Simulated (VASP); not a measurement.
A VASP calculation is set up with these files.

POSCAR:
```
MnSnI3
1.0
  6.1235826775   0.0000000000   0.0000000000
  0.0000000000   6.1235826775   0.0000000000
  0.0000000000   0.0000000000   6.1235826775
Sn I Mn
1 3 1
direct
  0.5000000000   0.5000000000   0.5000000000
  0.0000000000   0.5000000000   0.5000000000
  0.5000000000   0.0000000000   0.5000000000
  0.5000000000   0.5000000000   0.0000000000
  0.0000000000   0.0000000000   0.0000000000
```

### KPOINTS
```
kpoints
0
Gamma
 5 5 5
```

INCAR:
```
! general
SYSTEM  = MnSnI3
PREC    = Accurate
ENCUT   = 400   ! plane-wave cut-off (eV)
LREAL   = .False.   ! projection in real space or not
LASPH   = .True.

! electronic loop
EDIFF   = 1E-6   ! SCF stop (eV)
NELM    = 100   ! most electronic steps
ALGO    = Normal
LMAXMIX = 4
LMIXTAU = .True.

! smearing
ISMEAR  = 1   ! Methfessel-Paxton
SIGMA   = 0.1   ! width (eV)

! functional
METAGGA = R2SCAN

! spin
ISPIN   = 2
MAGMOM  = 4*0.0 5.0

! ions
IBRION  = 2
NSW     = 60   ! most ionic steps
ISIF    = 3   ! ions, shape and volume
EDIFFG  = -0.02   ! ionic stop

! output
LWAVE   = .False.
LCHARG  = .False.
LORBIT  = 10
```

POTCAR, in this order: Sn_d I Mn_pv (PBE.64 set). Program: vasp_std.

Problem. Translate this r2SCAN calculation to Ansatz.

Solution. One equivalent input (not run):
Ansatz 0.2 input:
```yaml
crystal:
  lattice:
    - [6.1235827, 0.0000000, 0.0000000]
    - [0.0000000, 6.1235827, 0.0000000]
    - [0.0000000, 0.0000000, 6.1235827]
  atoms:
    - { symbol: Sn, position: [0.5000000, 0.5000000, 0.5000000] }
    - { symbol: I, position: [0.0000000, 0.5000000, 0.5000000] }
    - { symbol: I, position: [0.5000000, 0.0000000, 0.5000000] }
    - { symbol: I, position: [0.5000000, 0.5000000, 0.0000000] }
    - { symbol: Mn, position: [0.0000000, 0.0000000, 0.0000000], spin: 5 }
kpoints:
  mp_grid: { grid: [5, 5, 5] }
hamiltonian:
  xc: r2scan
  pseudopotentials: { kind: paw }
magnetization: { spin_polarized: true }
scf:
  occupations: { method: methfessel_paxton, width: 0.1 }
  max_iter: 100
relax:
  max_steps: 60
  f_tol: 0.02
  cell: {}
output: { forces: true, stress: true, eigenvalues: true }
```
Limits of the translation: each code has its own PAW files, so the cut-off isn't converted (ENCUT is set for VASP's; basis.ecutwfc is left out, and Ansatz then takes the one that its files recommend); Ansatz stops its SCF on the density residual and VASP on the energy change (EDIFF).

The structure comes from a measured MnSnI3 entry (Pm-3m) of the Crystallography Open Database, whose conditions weren't checked. This run relaxes it. Symmetry was kept, so distortions that lower it aren't found. The start is the result of an earlier pass.
